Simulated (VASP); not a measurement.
Consider the following.

```yaml
crystal:
  lattice:
    - [0.00000, 2.85070, 2.85070]
    - [2.85070, 0.00000, 2.85070]
    - [2.85070, 2.85070, 0.00000]
  atoms:
    - { symbol: Y, position: [0.00000, 0.00000, 0.00000] }
    - { symbol: As, position: [0.50000, 0.50000, 0.50000] }
```

All values below come from LDA (Ceperley-Alder, Perdew-Zunger), VASP's LDA PAW potentials (set 64) (plane waves; VASP 6.6.1). Settings: 400 eV cut-off, 12×12×12 Γ-centred mesh, tetrahedra with Blöchl corrections, potentials Y_sv As.

Q: The job: YAs (space group Fm-3m), 2 atoms, LDA, static run, 400 eV, 12×12×12 Γ-centred mesh. Roughly how much core time does it take on a busy server core?

A: About 20 core-seconds (one run on a shared machine, a rough figure). It had 72 irreducible k-points, 12 bands, up to 872 plane waves and 16 electronic steps.

The structure comes from a computed database's YAs entry (Fm-3m); how it stands against other phases isn't given here. It was relaxed first, which changed the volume by -6 %.
